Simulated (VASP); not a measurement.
All values below come from revTPSS meta-GGA, VASP's PBE PAW potentials (set 64) (plane waves; VASP).

VASP ran on this input.

**POSCAR**
```
CdF2
1
    0.0000000000     2.7097505112     2.7097505112
    2.7097505112    -0.0000000000     2.7097505112
    2.7097505112     2.7097505112     0.0000000000
Cd F
1 2
Direct
  0.0000000000   0.0000000000   0.0000000000
  0.2500000000   0.2500000000   0.2500000000
  0.7500000000   0.7500000000   0.7500000000
```

INCAR:
```
SYSTEM = CdF2
PREC = Accurate; ENCUT = 520; LREAL = .FALSE.
LASPH = .TRUE.
EDIFF = 1E-7; NELM = 100; ALGO = Normal
LMAXMIX = 4; LMIXTAU = .TRUE.
ISMEAR = -5
METAGGA = RTPSS
ISIF = 2
LWAVE = .FALSE.; LCHARG = .FALSE.; LORBIT = 11
NEDOS = 601
LEFG = .TRUE.
```

File KPOINTS_OPT:
```
k-points along high-symmetry lines
10
Line-mode
Reciprocal
  0.000000   0.000000   0.000000 ! GAMMA
  0.500000   0.000000   0.500000 ! X

  0.500000   0.000000   0.500000 ! X
  0.625000   0.250000   0.625000 ! U

  0.375000   0.375000   0.750000 ! K
  0.000000   0.000000   0.000000 ! GAMMA

  0.000000   0.000000   0.000000 ! GAMMA
  0.500000   0.500000   0.500000 ! L

  0.500000   0.500000   0.500000 ! L
  0.500000   0.250000   0.750000 ! W

  0.500000   0.250000   0.750000 ! W
  0.500000   0.000000   0.500000 ! X
```

File KPOINTS:
```
Automatic mesh
0
Gamma
8 8 8
0 0 0
```

POTCAR, in this order: Cd F (PBE.64 set). Program: vasp_std.

What does the run give for the energy per atom (σ→0), band gap (over mesh and band path)?

- energy per atom (σ→0) = 79.1 kJ/mol of atoms
- band gap (over mesh and band path) = 3.16 eV

### OSZICAR
```
...
DAV:  20     0.246063289441E+01   -0.53449E-04   -0.27326E-05   987   0.881E-02    0.134E-02
DAV:  21     0.246062850099E+01   -0.43934E-05   -0.10046E-05  1000   0.353E-02    0.247E-03
DAV:  22     0.246062916268E+01    0.66169E-06   -0.64729E-07  1018   0.815E-03    0.853E-04
DAV:  23     0.246062909996E+01   -0.62723E-07   -0.59927E-08   738   0.329E-03
   1 F= 0.24606291E+01 E0= 0.24606291E+01  d E =0.000000E+00
       N       E                     dE             ncg
       N       E                     dE             ncg
       N       E                     dE             ncg
```

The compound is CdF2 in the fluorite structure. It was relaxed first.
